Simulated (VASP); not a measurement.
The input files of a VASP run:

INCAR:
```
SYSTEM = ZrC
PREC = Accurate
ENCUT = 520
EDIFF = 1E-6
NELM = 6
ALGO = Normal
LREAL = .FALSE.
LASPH = .TRUE.
ISMEAR = 1
SIGMA = 0.1
GGA = PE
LMAXMIX = 4
LWAVE = .FALSE.
LCHARG = .FALSE.
ISIF = 2
```

File KPOINTS:
```
Automatic mesh
0
Gamma
10 10 10
0 0 0
```

### POSCAR
```
ZrC
1
    0.0000000000     2.3970000000     2.3970000000
    2.3970000000     0.0000000000     2.3970000000
    2.3970000000     2.3970000000     0.0000000000
Zr C
1 1
Direct
  0.0000000000   0.0000000000   0.0000000000
  0.5000000000   0.5000000000   0.5000000000
```

POTCAR, in this order: Zr_sv C (PBE.64 set). Program: vasp_std.

**Question.** Does this input run properly? What does VASP do?

**Answer.** There is a fault: NELM is too small, so the electronic loop ends before EDIFF is met. The run did not converge; its last values are not results. Against the sound run, the energy per atom (σ→0) drops by 0.094 eV/atom; the pressure drops by 14.25 GPa.

File standard output:
```
 POSCAR found type information on POSCAR ZrC
 POSCAR found :  2 types and       2 ions
 Reading from existing POTCAR
 Reading from existing POTCAR
 LDA part: xc-table for (Slater+PW92), standard interpolation
 POSCAR, INCAR and KPOINTS ok, starting setup
 WAVECAR not read
 entering main loop
       N       E                     dE             d eps       ncg     rms          rms(c)
DAV:   1     0.110748155471E+03    0.11075E+03   -0.89647E+03  1128   0.134E+03
DAV:   2    -0.169063002595E+02   -0.12765E+03   -0.11977E+03  1316   0.330E+02
DAV:   3    -0.227064900919E+02   -0.58002E+01   -0.56918E+01  1612   0.642E+01
DAV:   4    -0.229648737223E+02   -0.25838E+00   -0.25823E+00  1536   0.126E+01
DAV:   5    -0.229690062120E+02   -0.41325E-02   -0.41321E-02  1552   0.163E+00    0.189E+01
DAV:   6    -0.196001927524E+02    0.33688E+01   -0.17916E+01  1280   0.283E+01

 -----------------------------------------------------------------------------
|                                                                             |
|           W    W    AA    RRRRR   N    N  II  N    N   GGGG   !!!           |
|           W    W   A  A   R    R  NN   N  II  NN   N  G    G  !!!           |
|           W    W  A    A  R    R  N N  N  II  N N  N  G       !!!           |
|           W WW W  AAAAAA  RRRRR   N  N N  II  N  N N  G  GGG   !            |
|           WW  WW  A    A  R   R   N   NN  II  N   NN  G    G                |
|           W    W  A    A  R    R  N    N  II  N    N   GGGG   !!!           |
|                                                                             |
|     The electronic self-consistency was not achieved in the given           |
|     number of steps (NELM). The forces and other quantities evaluated       |
|     might not be reliable so examine the results carefully. If you find     |
|     spurious results, we suggest increasing NELM, if you were close to      |
|     convergence or switching to a different ALGO or adjusting the           |
|     density mixing parameters otherwise.                                    |
|                                                                             |
 -----------------------------------------------------------------------------

   1 F= -.19600193E+02 E0= -.19600178E+02  d E =-.435415E-04
```

OUTCAR:
```
------------------------ aborting loop EDIFF was not reached (unconverged)  ----------------------------
  FORCE on cell =-STRESS in cart. coord.  units (eV):
  Direction    XX          YY          ZZ          XY          YZ          ZX
  --------------------------------------------------------------------------------------
  Total       -4.2568514     -4.2568514     -4.2568514      0.0000000     -0.0000000      0.0000000
  in kB     -247.6081703   -247.6081703   -247.6081703      0.0000000     -0.0000000      0.0000000
  external PRESSURE =    -247.6081703 kB  Pullay stress =       0.0000000 kB
  volume of cell :       27.54
      direct lattice vectors                 reciprocal lattice vectors
     0.000000000  2.397000000  2.397000000    -0.208594076  0.208594076  0.208594076
     2.397000000  0.000000000  2.397000000     0.208594076 -0.208594076  0.208594076
     2.397000000  2.397000000  0.000000000     0.208594076  0.208594076 -0.208594076
 POSITION                                       TOTAL-FORCE (eV/Angst)
 -----------------------------------------------------------------------------------
      0.00000      0.00000      0.00000        -0.000000     -0.000000     -0.000000
      2.39700      2.39700      2.39700         0.000000      0.000000      0.000000
 -----------------------------------------------------------------------------------
    total drift:                                0.000000      0.000000      0.000000
  FREE ENERGIE OF THE ION-ELECTRON SYSTEM (eV)
  ---------------------------------------------------
  free  energy   TOTEN  =       -19.6001927524 eV

  energy  without entropy=      -19.6001492109  energy(sigma->0) =      -19.60017824
```
(Selected blocks of OUTCAR.)

To mend it, set NELM = 100.

The mended run (PBE GGA, plane waves, VASP's PBE PAW potentials (set 64)) converges, and its OSZICAR ends with
```
   1 F= -.19411900E+02 E0= -.19411929E+02  d E =0.848763E-04
```

The compound is ZrC in the rock salt structure. The cell was not relaxed at this level.
